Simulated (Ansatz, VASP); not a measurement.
# Cross-check of ZrIn3 (ZrIn3 (I4/mmm)) between VASP and Ansatz, part 2 of 2

Aim: how closely do two programs agree when they are given the same cell, functional and k mesh? The cell is taken from a series of runs on this material, whose earlier steps may have relaxed, scaled, displaced or heated it; both programs get it as it stands.

VASP 6.6.1 and Ansatz 0.2.0.

So far: Set-up; VASP: relaxation of cell and atoms, r2SCAN.

### Step 3. Ansatz: relaxation of cell and atoms, r2SCAN

Level of this step: Ansatz beside VASP: Kohn-Sham DFT, plane waves, r2SCAN (Ansatz).

Ansatz runs on its default PAW (the set named soft_2) files.

The same cell, functional, mesh and smearing now go to Ansatz.

File input.yaml:

```yaml
crystal:
  lattice:
    - [-2.1315157, 2.1315157, 4.9351089]
    - [2.1315157, -2.1315157, 4.9351089]
    - [2.1315157, 2.1315157, -4.9351089]
  atoms:
    - { symbol: Zr, position: [0.0, 0.0, 0.0] }
    - { symbol: In, position: [0.25, 0.75, 0.5] }
    - { symbol: In, position: [0.75, 0.25, 0.5] }
    - { symbol: In, position: [0.5, 0.5, 0.0] }
basis:
  ecutwfc: 500
  xc_grid: 2
hamiltonian:
  xc: r2scan
kpoints:
  mp_grid: { grid: [13, 13, 13] }
scf:
  occupations: { method: fermi_dirac, width: 0.05 }
  max_iter: 150
output:
  forces: true
  stress: true
relax:
  f_tol: 0.01
  max_steps: 60
  cell: {}
checkpoint:
  write: "../r2scan.run"
  compress: false
  write_wavefunctions: false
  write_every: 100000
```

Command:

```console
ansatz run input.yaml --threads 4 --pin off --max-ram 6594MiB --backend cpu --events-out ev --progress --plain --runs-dir out
```

Numbers of over 12 decimals in the logs are rounded to 6 here.

The log of the run:

```text
Engine: ansatz 0.2.0, x86_64-unknown-linux-gnu
Pseudopotentials: kind: paw
Pseudopotential: Zr, paw, valence charge 12, recommended cutoff 500 eV (meta_gga), Zr.paw.azcp
Pseudopotential: In, paw, valence charge 13, recommended cutoff 500 eV (meta_gga), In.paw.azcp
Functional definition: r2SCAN
  parameter k0 = 0.174
  parameter k1 = 0.065
  parameter a1 = 4.9479
  exchange = r2scan_x(k0 = k0, k1 = k1, a1 = a1)
  correlation = r2scan_c
Crystal: 4 atoms, lattice volume = 89.688 Å³
Basis set: ecut = 500 eV, 2273 PW (Γ), exchange–correlation on 90×90×90 points (8 copies of the dense FFT grid, shifted against one another)
Bands: 31, of which v1, the nominal top of the filled ones, is band 26 counted from 1 (25 counted from 0)
Symmetry: 16 space group operations
Space group: I4/mmm (ITA 139), of the structure as read, at distance tolerance 4.5e-5 Å
k-points: 196 of 2197
Non-local potential: Zr, projectors of the file, l = 0: 3, l = 1: 2, l = 2: 2, l = 3: 2
Non-local potential: In, projectors of the file, l = 0: 2, l = 1: 2, l = 2: 2, l = 3: 2
PAW form: soft (Blöchl's): semilocal exchange-correlation on the pseudo side does not see the compensation charge
PAW frozen core: Zr, regenerated for the run's functional (the file was generated under x = pbe(κ = 0.804, μ = 0.219515), c = pbe(β = 0.066725))
PAW frozen core: In, regenerated for the run's functional (the file was generated under x = pbe(κ = 0.804, μ = 0.219515), c = pbe(β = 0.066725))
PAW one-centre angular grid: Zr, 590 points (default); XC on 160 Gauss nodes
PAW one-centre angular grid: In, 590 points (default); XC on 289 of its mesh's 2783 points in the sphere
Initial density: superposition of atomic densities (neutral atoms: chi_scale 0, normalization atom), corrected by the library's trained network
Initial wavefunctions: pseudopotential atomic-orbital guess
Functional: x = r2scan, c = r2scan; τ floored in thin density (d = 2e-4 eV/Å³)
SCF iter   1: F=—  HF=-21031.793751 eV  |F-HF|=—  |Δ(HF+E_count)|=         —  Δρ=8.99e-3  dr2=8.68e-2  dr2_τ=1.88e-2  ethr=1.77e-3  ⟨swp⟩=6.2  Hψ=24877  notcnv=0
preconditioner: auto → Kerker (q_TF=auto, 2.483 Å⁻¹)  [metal: Δε(μ)=0.013 eV  Ē_g=14.201 eV  σ=0.050 eV  W_gap=0.07  n_scr=30 (ndim 8)  ℏωp=25.7 eV  f_vac=0.000  D(μ)=1.27/eV (n_scr^D=2)]
SCF iter   2: F=—  HF=-21031.835827 eV  |F-HF|=—  |Δ(HF+E_count)|=   4.21e-2  Δρ=4.37e-3  dr2=1.86e-2  dr2_τ=8.23e-4  ethr=1.70e-4  ⟨swp⟩=2.4  Hψ=10194  notcnv=0  defer=97
SCF iter   3: F=—  HF=-21031.834930 eV  |F-HF|=—  |Δ(HF+E_count)|=   8.97e-4  Δρ=9.08e-4  dr2=5.32e-4  dr2_τ=6.33e-5  ethr=3.66e-5  ⟨swp⟩=2.0  Hψ=11930  notcnv=0  defer=97
SCF iter   4: F=—  HF=-21031.835340 eV  |F-HF|=—  |Δ(HF+E_count)|=   4.10e-4  Δρ=2.90e-4  dr2=8.59e-5  dr2_τ=9.47e-6  ethr=1.04e-6  ⟨swp⟩=2.0  Hψ=10957  notcnv=0  defer=97
SCF iter   5: F=—  HF=-21031.835382 eV  |F-HF|=—  |Δ(HF+E_count)|=   4.14e-5  Δρ=9.78e-5  dr2=1.14e-5  dr2_τ=1.06e-7  ethr=1.68e-7  ⟨swp⟩=2.0  Hψ=7547  notcnv=0  defer=97
SCF iter   6: F=—  HF=-21031.835388 eV  |F-HF|=—  |Δ(HF+E_count)|=   6.79e-6  Δρ=2.16e-5  dr2=8.21e-7  dr2_τ=2.91e-8  ethr=2.24e-8  ⟨swp⟩=2.0  Hψ=10787  notcnv=0  defer=97
SCF iter   7: F=-21031.835389 eV  HF=-21031.835389 eV  |F-HF|=2.54e-8  |Δ(HF+E_count)|=   3.28e-7  Δρ=5.98e-6  dr2=5.01e-8  dr2_τ=1.26e-9  ethr=1.96e-10  ⟨swp⟩=5.0  Hψ=22630  notcnv=0
SCF 1 converged in 7 iterations: F = -21031.835389 eV  dr2 = 5.01e-8
  greatest PAW one-centre occupation: 0.989 electrons in one spin orbital (limit 2), on the Zr atom at site 0 (counted from 0), in its partial waves of l = 0
relax step   1: F+E_penalty+E_count = -21031.83538883 eV  Δ(F+E_penalty+E_count) = +0.000e0 eV  max|allowed force component| = 1.388e-17 eV/Å  Δτ_max = 0.0000 Å  P = -0.190 GPa  Ω = 89.688 Å³  (7 SCF iters, dr2 threshold 1.00e-7 eV, accepted)
[...]
relax step   2: F+E_penalty+E_count = -21031.83551380 eV  Δ(F+E_penalty+E_count) = -1.250e-4 eV  max|allowed force component| = 5.204e-18 eV/Å  Δτ_max = 0.0000 Å  P = +0.218 GPa  Ω = 89.288 Å³  energy of the carried Pulay correction = +8.619e-5 eV  (5 SCF iters, dr2 threshold 2.05e-7 eV, accepted)
[...]
relax step   3: F+E_penalty+E_count = -21031.83566469 eV  Δ(F+E_penalty+E_count) = -1.509e-4 eV  max|allowed force component| = 4.857e-17 eV/Å  Δτ_max = 0.0000 Å  P = -0.000 GPa  Ω = 89.504 Å³  energy of the carried Pulay correction = +3.941e-5 eV  (5 SCF iters, dr2 threshold 1.98e-7 eV, accepted)
[...]
relax step   4: F+E_penalty+E_count = -21031.83562938 eV  Δ(F+E_penalty+E_count) = +3.531e-5 eV  max|allowed force component| = 3.123e-17 eV/Å  Δτ_max = 0.0000 Å  P = -0.001 GPa  Ω = 89.504 Å³  stress off target by 2.31e-3 GPa  SCF on the basis re-selected at this cell (its energy is not comparable with the rows above)  (5 SCF iters)
basis re-selected at this cell: Δ(F+E_penalty+E_count) = +3.531e-5 eV, ΔP = -0.000 GPa vs the last step (what re-selecting the basis moved, of the pressure what is left beyond the Pulay correction that the steps carried, after the strain that the cell walked since its last selection, with what the two solves' SCF thresholds leave and, on support functions, any second-order correction that the steps lacked; it is no m [...]
SCF converged after 5 iterations
Free energy (F): -21031.835629 eV
Harris-Foulkes:  -21031.835629 eV  (|F-HF|=1.09e-11)
Internal energy: -21031.824842 eV  (E = F + TS)
E sigma→0 (E₀):  -21031.830236 eV
Entropy (-TS):   -0.010787 eV (-2.697 meV/atom)
Fermi energy:    12.862778 eV
--- Per-component energies (eV) ---
  E_band       = -110.261046
  E_kinetic    = 1061.881118
  E_local      = -3556.074948  (includes V_loc(G=0)·N_el)
  E_nonlocal   = 1180.563450
  E_hartree    = 1359.133462
  E_xc         = -760.481860
  E_vxc        = -534.587532  (∫ρ·V_xc dr)
  E_paw        = -15521.663687  (= ΣΔE_a)
  E_vpaw       = -1015.505530  (= ΣTr[D̂ρ^β])
  E_aug_tail   = 0.000033  (compensation charges beyond the density's cutoff)
  E_vtau       = 35.195445  (kinetic-family band-sum trace: ∫τ·v_τ [+ j·A + Jᵃ·Aᵃ] dr)
  E_ewald      = -4797.914306
  E_core_change = 2.731896  (= ΣΔE_core)
  E_smearing   = -0.010787  (= −TS)
  E_closure    = -0.000000  (closes the sum)
  Σ components = -21031.835629   (vs F -21031.835629, Δ=0.00e0)
--- Forces (eV/Å), atoms counted from 1 ---
  atom   1  Zr    -0.00000000     0.00000000     0.00000000
  atom   2  In    -0.00000000     0.00000000    -0.00000000
  atom   3  In     0.00000000     0.00000000     0.00000000
  atom   4  In     0.00000000    -0.00000000     0.00000000
  max |Σ_I F_I| component: 2.43e-17 eV/Å
--- Stress (GPa, compression-positive) ---
       -0.001938       0.000000       0.000000
        0.000000      -0.001938      -0.000000
        0.000000       0.000000       0.002307
  P = ⅓ Tr σ = -0.0005 GPa (-0.005 kbar)
--- Relaxed structure (3 steps of the walk, 3 accepted, 1 SCFs on fresh bases) ---
  F+E_penalty+E_count = -21031.83562938 eV   max|allowed force component| = 3.123e-17 eV/Å   (the final SCF, on the basis selected at the relaxed cell)
  cell:  # Å, volume = 89.5042 Å³
    - [-2.128410, 2.128410, 4.939380]
    - [2.128410, -2.128410, 4.939380]
    - [2.128410, 2.128410, -4.939380]
  atoms:
    - { symbol: Zr, position: [0, 0, 0] }
    - { symbol: In, position: [0.250000, 0.750000, 0.500000] }
    - { symbol: In, position: [0.750000, 0.250000, 0.500000] }
    - { symbol: In, position: [0.5, 0.5, 0] }
```

### Step 4. Side by side

Known differences besides the potentials themselves: VASP keeps PBE cores, Ansatz makes them for the functional; the cutoff is 500 eV in Ansatz and 550 eV in VASP; Ansatz adds a Pulay correction to the stress that steers its cell, VASP none. Total energies have different zeros and are not compared.

Both answers:

```tsv
quantity	Ansatz	VASP	difference
volume (Å³)	89.50	89.63	-0.14 %
edge a after relaxation, in the typed setting (Å)	5.784	5.787	-0.05 %
```

### Step 5. Results

| Property | Result |
| --- | --- |
| difference in volume (relaxation of cell and atoms, r2SCAN) | -0.14 % |

What this shows: The difference in volume is -0.14 % (relaxation of cell and atoms, r2SCAN), within the 1.2 % picked in this series as the mark of a large difference, as far as the stopping tolerances let one tell. How closely two codes agree says nothing of how well the functional describes the real material.

[Lines on the potential files, build, host, timing and source positions are cut from VASP's logs without a mark.]

[Logs are printed without paths, hosts, clocks, repeated set-up lines and the standing remarks that a program may print on its own settings, such as how far it seeks lower states.]

[Hosts, paths, dates, database ids (printed as entryN), source tags and the programs' standing remarks are cut or masked in the printed files.]
